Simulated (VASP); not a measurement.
# SnSO with PBEsol: from relaxation to properties, part 2 of 4

What structure does SnSO take at this level, and what are its properties? The cell is invented: it takes the structure of a Materials Project entry for SnSeS (space group 156 there), with some of its atoms replaced by other elements, volume scaled by an estimate. It may not be a known or stable phase.

VASP 6.6.1; PBEsol; plane waves and PAW (Sn_d, S, O); invented cell.

So far, gap on the k-mesh (eV): step 2 (rough relaxation of the start cell) 0.268. The relaxed cell has a = 3.426, c = 5.396 Å (conventional setting).

### Step 3. Relaxing cell and atoms (PBEsol)

Properties are meant for the cell that this level of theory prefers, so cell and atoms are relaxed first (ISIF = 3) until forces and stress are small; EDIFFG sets the threshold.

Input file INCAR:

```
SYSTEM = SnSO
PREC = Accurate
ENCUT = 520
EDIFF = 1E-06
NELM = 100
ISMEAR = 0
SIGMA = 0.05
LREAL = .FALSE.
ALGO = Normal
GGA = PS
NBANDS = 19
LORBIT = 11
LWAVE = .FALSE.
LCHARG = .FALSE.
IBRION = 2
NSW = 60
ISIF = 3
EDIFFG = -0.01
```

Input file POSCAR:

```
SnSO
1.0
    3.4256419680      0.0000000000      0.0000000000
   -1.7128209840      2.9666934724      0.0000000000
    0.0000000000      0.0000000000      5.3957427763
Sn S O
1 1 1
Direct
    0.3333333300      0.6666666700      0.9637410037
    0.6666666700      0.3333333300      0.2465845064
    0.0000000000      0.0000000000      0.7896754899
```

Input file KPOINTS:

```
Automatic mesh
0
Gamma
7 7 4
0 0 0
```

PAW data sets: Sn_d, S and O (PBE family, release 64).

Launch:

```
> mpirun -np 1 vasp_std
```

The log of the run:

```text
[banner, memory and clock lines left out]
running    1 mpi-ranks, on    1 nodes
 distrk:  each k-point on    1 cores,    1 groups
 distr:  one band on    1 cores,    1 groups

 POSCAR found type information on POSCAR SnS O
 POSCAR found :  3 types and       3 ions
 [... a notice as in an earlier step ...]

 LDA part: xc-table for (Slater+PW92), standard interpolation
 POSCAR, INCAR and KPOINTS ok, starting setup
 FFT: planning ... GRIDC
 FFT: planning ... GRID_SOFT
 FFT: planning ... GRID
 WAVECAR not read
 entering main loop
       N       E                     dE             d eps       ncg     rms          rms(c)
DAV:   1     0.228744700561E+03    0.22874E+03   -0.13239E+04  1070   0.182E+03
DAV:   2     0.832160464053E+01   -0.22042E+03   -0.21268E+03  1155   0.449E+02
DAV:   3    -0.171435408240E+02   -0.25465E+02   -0.24845E+02  1222   0.134E+02
DAV:   4    -0.179850857934E+02   -0.84154E+00   -0.83923E+00  1314   0.252E+01
DAV:   5    -0.180036674533E+02   -0.18582E-01   -0.18580E-01  1393   0.391E+00    0.102E+01
DAV:   6    -0.164583585205E+02    0.15453E+01   -0.87370E+00  1596   0.420E+01    0.563E+00
DAV:   7    -0.163026825562E+02    0.15568E+00   -0.13780E+00  1225   0.808E+00    0.377E+00
DAV:   8    -0.162855225237E+02    0.17160E-01   -0.26002E-01  1233   0.386E+00    0.111E+00
DAV:   9    -0.162816288866E+02    0.38936E-02   -0.41297E-02  1561   0.157E+00    0.447E-01
DAV:  10    -0.162818015022E+02   -0.17262E-03   -0.66395E-03  1217   0.655E-01    0.112E-01
DAV:  11    -0.162818445457E+02   -0.43043E-04   -0.34979E-04  1305   0.129E-01    0.538E-02
DAV:  12    -0.162818952589E+02   -0.50713E-04   -0.57422E-05  1151   0.514E-02    0.160E-02
DAV:  13    -0.162818954110E+02   -0.15214E-06   -0.36251E-06  1358   0.188E-02
   1 F= -.16281895E+02 E0= -.16281895E+02  d E =-.162819E+02
 curvature:   0.00 expect dE= 0.000E+00 dE for cont linesearch  0.000E+00
 trial: gam= 0.00000 g(F)=  0.942E-05 g(S)=  0.458E-05 ort = 0.000E+00 (trialstep = 0.100E+01)
 search vector abs. value=  0.140E-04
 bond charge predicted
       N       E                     dE             d eps       ncg     rms          rms(c)
DAV:   1    -0.162819112730E+02   -0.16014E-04   -0.18795E-03  1180   0.293E-01    0.245E-02
DAV:   2    -0.162819086946E+02    0.25785E-05   -0.94947E-05  1398   0.987E-02    0.121E-02
DAV:   3    -0.162819062529E+02    0.24417E-05   -0.52373E-06  1437   0.282E-02    0.614E-03
DAV:   4    -0.162819056171E+02    0.63585E-06   -0.12429E-06   623   0.143E-02
   2 F= -.16281906E+02 E0= -.16281905E+02  d E =-.102060E-04
 trial-energy change:   -0.000010  1 .order   -0.000009   -0.000014   -0.000005
 step:   1.5142(harm=  1.5142)  dis= 0.00075  next Energy=   -16.281906 (dE=-0.106E-04)
 reached required accuracy - stopping structural energy minimisation
```

Elapsed: 31 s, on 1 MPI rank of AMD EPYC 7R43, shared host; peak memory 0.16 GiB.

From OUTCAR (step 3):

```text
  LATTYP: Found a hexagonal cell.
 ALAT       =     3.4256419680
 C/A-ratio  =     1.5751041197

The static configuration has the point symmetry C_3v.

 Found     28 irreducible k-points:

   k-points           NKPTS =     28   k-points in BZ     NKDIM =     28   number of bands    NBANDS=     19

   dimension x,y,z NGX =    28 NGY =   28 NGZ =   40
   dimension x,y,z NGXF=    56 NGYF=   56 NGZF=   80

   ENCUT  =  520.0 eV  38.22 Ry    6.18 a.u.   6.37  6.37 10.03*2*pi/ulx,y,z

   NELECT =      26.0000    total number of electrons

 E-fermi :   5.1189

 k-point     1 :       0.0000    0.0000    0.0000
  band No.  band energies     occupation
    ...
      9       2.1322      2.00000
     10       2.1322      2.00000
     11       3.7838      2.00000
     12       4.9516      2.00000
     13       4.9516      2.00000
     14       5.2483      0.00025
     15       9.6298      0.00000
     16      11.8223      0.00000
     17      11.8223      0.00000
     18      15.1749      0.00000
    ...

 k-point     2 :       0.1429   -0.0000    0.0000
  band No.  band energies     occupation
    ...
      9       1.3373      2.00000
     10       1.9061      2.00000
     11       3.6920      2.00000
     12       3.9308      2.00000
     13       4.7853      2.00000
     14       6.1204      0.00000
     15      10.0098      0.00000
     16      11.6957      0.00000
     17      12.3074      0.00000
     18      14.4246      0.00000
    ...

  Total        0.0010465      0.0010465      0.0252485      0.0000000     -0.0000000      0.0000000
  in kB        0.0305760      0.0305760      0.7376988      0.0000000     -0.0000000      0.0000000
  external PRESSURE =       0.2662836 kB  Pullay stress =       0.0000000 kB

  energy-cutoff  :      520.00
  volume of cell :       54.84
      direct lattice vectors                 reciprocal lattice vectors
     3.425266372  0.000000000  0.000000000     0.291948097  0.168556284 -0.000000000
    -1.712633186  2.966368196  0.000000000     0.000000000  0.337112568 -0.000000000
     0.000000000  0.000000000  5.396944521     0.000000000 -0.000000000  0.185290028

 POSITION                                       TOTAL-FORCE (eV/Angst)
 -----------------------------------------------------------------------------------
     -0.00000      1.97758      5.20175        -0.000000     -0.000000     -0.001942
      1.71263      0.98879      1.33034         0.000000     -0.000000     -0.000892
      0.00000      0.00000      4.26180         0.000000      0.000000      0.002833
 -----------------------------------------------------------------------------------
    total drift:                               -0.000004      0.000013     -0.000797

  FREE ENERGIE OF THE ION-ELECTRON SYSTEM (eV)
  ---------------------------------------------------
  free  energy   TOTEN  =       -16.2819056171 eV

  energy  without entropy=      -16.2819052444  energy(sigma->0) =      -16.28190543

 total charge
# of ion       s       p       d       tot
------------------------------------------
    1        0.977   1.029  10.216  12.222
    2        1.361   2.363   0.000   3.724
    3        1.574   3.349   0.000   4.923
--------------------------------------------------
tot          3.911   6.741  10.216  20.869

[... 2 parts as in an earlier step ...]

[... 7 further parts left out ...]
```

Little changed from the start: no atom moved by 0.005 Å and no cell edge by 0.1 %.

This step gave:

```yaml
irreducible_k_points: 28
pressure: 0.02663 GPa
valence_top_at_k: 0, 0, 0.5
scf_cycles_over_all_ionic_steps: 17
gap_on_the_k_mesh: 0.2675 eV
least_direct_gap_on_the_k_mesh: 0.2967 eV
```

It ends with a largest force of 0.003 eV/Å and a pressure of 0.03 GPa.

### Step 4. Single point with fields (PBEsol)

A single point on the relaxed cell gives a clean self-consistent state, with density, ELF and potential written out.

INCAR: that of step 3 with these lines changed.

```diff
@@ -13,6 +13,5 @@
 LWAVE = .FALSE.
-LCHARG = .FALSE.
-IBRION = 2
-NSW = 60
-ISIF = 3
-EDIFFG = -0.01
+LCHARG = .TRUE.
+ISIF = 2
+LELF = .TRUE.
+LVHAR = .TRUE.
```

Input file POSCAR:

```
SnSO
1.0
    3.4252663716      0.0000000000      0.0000000000
   -1.7126331858      2.9663681962      0.0000000000
    0.0000000000      0.0000000000      5.3969445207
Sn S O
1 1 1
Direct
    0.3333333300      0.6666666700      0.9638322528
    0.6666666700      0.3333333300      0.2464994358
    0.0000000000      0.0000000000      0.7896693114
```

KPOINTS is that of step 3.

Launch:

```
> mpirun -np 1 vasp_std
```

The log of the run:

```text
[... set-up lines as in an earlier step ...]
 entering main loop
       N       E                     dE             d eps       ncg     rms          rms(c)
DAV:   1     0.228832659187E+03    0.22883E+03   -0.13444E+04  1073   0.183E+03
DAV:   2     0.855396446370E+01   -0.22028E+03   -0.21243E+03  1147   0.446E+02
DAV:   3    -0.171170499301E+02   -0.25671E+02   -0.25312E+02  1232   0.134E+02
DAV:   4    -0.179860810081E+02   -0.86903E+00   -0.86707E+00  1307   0.261E+01
DAV:   5    -0.180036231950E+02   -0.17542E-01   -0.17540E-01  1385   0.385E+00    0.102E+01
DAV:   6    -0.164578862293E+02    0.15457E+01   -0.87312E+00  1605   0.420E+01    0.563E+00
DAV:   7    -0.163024795304E+02    0.15541E+00   -0.13749E+00  1228   0.808E+00    0.377E+00
DAV:   8    -0.162856961953E+02    0.16783E-01   -0.26422E-01  1230   0.386E+00    0.113E+00
DAV:   9    -0.162816555739E+02    0.40406E-02   -0.42637E-02  1580   0.160E+00    0.454E-01
DAV:  10    -0.162818185984E+02   -0.16302E-03   -0.68570E-03  1208   0.666E-01    0.115E-01
DAV:  11    -0.162818607088E+02   -0.42110E-04   -0.36137E-04  1308   0.132E-01    0.552E-02
DAV:  12    -0.162819113695E+02   -0.50661E-04   -0.58453E-05  1166   0.519E-02    0.165E-02
DAV:  13    -0.162819113532E+02    0.16278E-07   -0.37479E-06  1353   0.190E-02
   1 F= -.16281911E+02 E0= -.16281911E+02  d E =-.371991E-06
```

Run time: 26 s. Hardware: 1 MPI rank; peak memory 0.16 GiB.

OUTCAR, selected parts (step 4):

```text
  LATTYP: Found a hexagonal cell.
 ALAT       =     3.4252663716
 C/A-ratio  =     1.5756276842

The static configuration has the point symmetry C_3v.

 Found     28 irreducible k-points:

   NELECT =      26.0000    total number of electrons

 E-fermi :   5.1184

 k-point     1 :       0.0000    0.0000    0.0000
  band No.  band energies     occupation
    ...
      9       2.1319      2.00000
     10       2.1319      2.00000
     11       3.7832      2.00000
     12       4.9510      2.00000
     13       4.9510      2.00000
     14       5.2477      0.00025
     15       9.6291      0.00000
     16      11.8219      0.00000
     17      11.8219      0.00000
     18      15.1734      0.00000
    ...

 k-point     2 :       0.1429    0.0000    0.0000
  band No.  band energies     occupation
    ...
      9       1.3369      2.00000
     10       1.9058      2.00000
     11       3.6914      2.00000
     12       3.9303      2.00000
     13       4.7847      2.00000
     14       6.1199      0.00000
     15      10.0092      0.00000
     16      11.6952      0.00000
     17      12.3070      0.00000
     18      14.4240      0.00000
    ...

  Total        0.0036179      0.0036179      0.0235737      0.0000000      0.0000000      0.0000000
  in kB        0.1057065      0.1057065      0.6887661      0.0000000      0.0000000      0.0000000
  external PRESSURE =       0.3000597 kB  Pullay stress =       0.0000000 kB

  energy-cutoff  :      520.00
  volume of cell :       54.84
      direct lattice vectors                 reciprocal lattice vectors
     3.425266372  0.000000000  0.000000000     0.291948097  0.168556284  0.000000000
    -1.712633186  2.966368196  0.000000000     0.000000000  0.337112568  0.000000000
     0.000000000  0.000000000  5.396944521     0.000000000  0.000000000  0.185290028

 POSITION                                       TOTAL-FORCE (eV/Angst)
 -----------------------------------------------------------------------------------
     -0.00000      1.97758      5.20175         0.000000     -0.000000     -0.002090
      1.71263      0.98879      1.33034         0.000000      0.000000     -0.000698
      0.00000      0.00000      4.26180        -0.000000      0.000000      0.002788
 -----------------------------------------------------------------------------------
    total drift:                               -0.000004      0.000013     -0.000876

  FREE ENERGIE OF THE ION-ELECTRON SYSTEM (eV)
  ---------------------------------------------------
  free  energy   TOTEN  =       -16.2819113532 eV

  energy  without entropy=      -16.2819109812  energy(sigma->0) =      -16.28191117

[... 5 parts as in an earlier step ...]

[... 7 further parts left out ...]
```

This step gave:

| Quantity | Value |
| --- | --- |
| SCF cycles | 13 |
| Fermi energy | 5.118 eV |
| pressure | 0.03001 GPa |

Valence electrons inside each PAW sphere by angular momentum. Sphere charges, by row:

| atom | s (e) | p (e) | d (e) | tot (e) |
| --- | --- | --- | --- | --- |
| Sn1 | 0.977 | 1.029 | 10.22 | 12.22 |
| S2 | 1.361 | 2.363 | 0 | 3.724 |
| O3 | 1.574 | 3.349 | 0 | 4.923 |

Valence density in the ac plane at fractional y = 0.000, with atoms of O within 0.2 Å of it. It is the smooth field of the valence electrons, not physical close to the nuclei.

Values in e/Å³, 22 rows by 14 columns, each cell a mean:
```
0.5 0.5 0.4 0.3 0.3 0.3 0.4 0.5 0.4 0.3 0.3 0.3 0.4 0.5
1.6 1.2 0.8 0.4 0.3 0.3 0.3 0.4 0.3 0.3 0.3 0.5 0.8 1.3
4.1 3.0 1.6 0.7 0.4 0.3 0.3 0.3 0.3 0.3 0.4 0.8 1.8 3.3
6.8 5.1 2.5 0.9 0.4 0.2 0.2 0.2 0.2 0.2 0.5 1.2 2.9 5.6
7.6 5.7 2.8 0.9 0.3 0.2 0.1 0.1 0.1 0.2 0.4 1.2 3.3 6.3
5.7 4.1 1.9 0.7 0.2 0.1 0.1 0.1 0.1 0.1 0.3 0.9 2.3 4.5
2.5 1.8 0.9 0.4 0.2 0.1 0.0 0.0 0.1 0.1 0.2 0.5 1.1 2.0
0.8 0.6 0.4 0.2 0.1 0.0 0.0 0.0 0.0 0.1 0.1 0.2 0.4 0.7
0.2 0.2 0.1 0.1 0.0 0.0 0.0 0.0 0.0 0.0 0.1 0.1 0.2 0.2
0.1 0.1 0.1 0.0 0.0 0.0 0.0 0.0 0.0 0.0 0.0 0.0 0.1 0.1
0.0 0.0 0.0 0.0 0.0 0.0 0.0 0.0 0.0 0.0 0.0 0.0 0.0 0.0
0.0 0.0 0.0 0.0 0.0 0.1 0.1 0.1 0.1 0.1 0.0 0.0 0.0 0.0
0.0 0.0 0.0 0.1 0.1 0.1 0.1 0.1 0.1 0.1 0.1 0.0 0.0 0.0
0.0 0.0 0.0 0.1 0.1 0.2 0.2 0.3 0.2 0.2 0.1 0.1 0.0 0.0
0.0 0.0 0.1 0.1 0.2 0.3 0.4 0.4 0.3 0.3 0.2 0.1 0.1 0.0
0.0 0.1 0.1 0.1 0.2 0.4 0.5 0.5 0.4 0.3 0.2 0.1 0.1 0.0
0.0 0.1 0.1 0.2 0.3 0.4 0.5 0.6 0.5 0.4 0.2 0.1 0.1 0.1
0.1 0.1 0.1 0.2 0.3 0.4 0.5 0.6 0.5 0.4 0.2 0.1 0.1 0.1
0.1 0.1 0.1 0.2 0.3 0.4 0.5 0.5 0.5 0.4 0.2 0.1 0.1 0.1
0.1 0.1 0.1 0.2 0.2 0.4 0.5 0.5 0.4 0.3 0.2 0.1 0.1 0.1
0.1 0.1 0.1 0.2 0.2 0.3 0.4 0.5 0.4 0.3 0.2 0.1 0.1 0.1
0.2 0.2 0.2 0.2 0.3 0.3 0.4 0.5 0.4 0.3 0.2 0.2 0.2 0.2
```
Columns run along a (3.4 Å), rows up along c (5.4 Å). Atoms in or near the plane, at fractional coordinates: O at (0.00, 0.79).

ELF in the ac plane at fractional y = 0.000, with atoms of O within 0.2 Å of it. It is the smooth field of the valence electrons, not physical close to the nuclei.

Ten even steps from '0' (0.01) to '9' (0.89), each cell a mean:
```
65321233321245
88632233222478
99852222223689
78874212124888
46885211125886
46885211136886
78985210136898
99974200025899
99863100014799
98752000002589
76520000000357
32100000000013
00000000000000
00000123210000
00002456531000
00014677753100
00025788874200
00136889875200
00136899986310
00136899986310
00136899986310
00136889875210
00125788764200
00024566653100
00013344432100
10012334322100
32111233321112
```
Columns run along a (3.4 Å), rows up along c (5.4 Å). Atoms in or near the plane, at fractional coordinates: O at (0.00, 0.79).

Electrostatic potential energy in the ac plane at fractional y = 0.000, with atoms of O within 0.2 Å of it. With pseudopotentials it is smooth inside the atoms' cores, unlike the true potential.

Ten even steps from '_' (-46 eV) to '@' (6 eV), each cell a mean:
```
@@@@%%%%%%##++++**##%%%%@@@@
%%%%%%%%%%##**++**##%%%%%%%%
--++##%%%%####**##%%%%%%##==
____++%%%%%%%%##%%%%%%%%==__
____--%%%%%%%%%%%%%%%%##::__
____--%%%%%%%%%%%%%%%%##::__
____==%%@@@@@@@@@@@@@@%%--__
..--##@@@@@@@@@@@@@@@@@@##--
##%%@@@@@@@@@@@@@@@@@@@@@@%%
@@@@@@@@@@@@@@@@@@@@@@@@@@@@
@@@@@@@@@@@@@@@@@@@@@@@@@@@@
@@@@@@@@@@@@@@@@@@@@@@@@@@@@
@@@@@@@@@@@@@@@@@@@@@@@@@@@@
@@@@@@@@@@@@@@@@@@@@@@@@@@@@
@@@@@@@@@@@@@@@@@@@@@@@@@@@@
@@@@@@@@@@@@@@@@@@@@@@@@@@@@
@@@@@@@@@@@@@@@@@@@@@@@@@@@@
@@@@@@@@@@@@%%%%%%@@@@@@@@@@
@@@@@@@@@@%%%%%%%%%%@@@@@@@@
@@@@@@@@@@%%%%%%%%%%@@@@@@@@
@@@@@@@@%%%%%%%%%%%%@@@@@@@@
@@@@@@@@%%%%%%%%%%%%@@@@@@@@
@@@@@@@@%%%%%%%%%%%%%%@@@@@@
@@@@@@@@%%%%%%%%%%%%%%@@@@@@
@@@@@@%%%%%%%%##%%%%%%@@@@@@
@@@@@@%%%%####**##%%%%%%@@@@
@@@@@@%%%%##**++**##%%%%@@@@
```
Columns run along a (3.4 Å; values clipped at the 3rd and 97th percentile), rows up along c (5.4 Å). Atoms in or near the plane, at fractional coordinates: O at (0.00, 0.79).

In this run the pressure is 0.03 GPa, small enough to go on; single stress components reach 0.07 GPa.

(Continued in part 3 of 4.)

[Lines on the potential files, build, host, timing and source positions are cut from VASP's logs without a mark.]

[Logs are printed without paths, hosts, clocks, repeated set-up lines and the standing remarks that a program may print on its own settings, such as how far it seeks lower states.]

[Hosts, paths, dates, database ids (printed as entryN), source tags and the programs' standing remarks are cut or masked in the printed files.]

[A measured line is paired with the nearest computed mode of its activity, which favours agreement.]

[In band tables of VASP the shares of atoms and orbitals are scaled to a sum of 1 inside the atoms' spheres.]
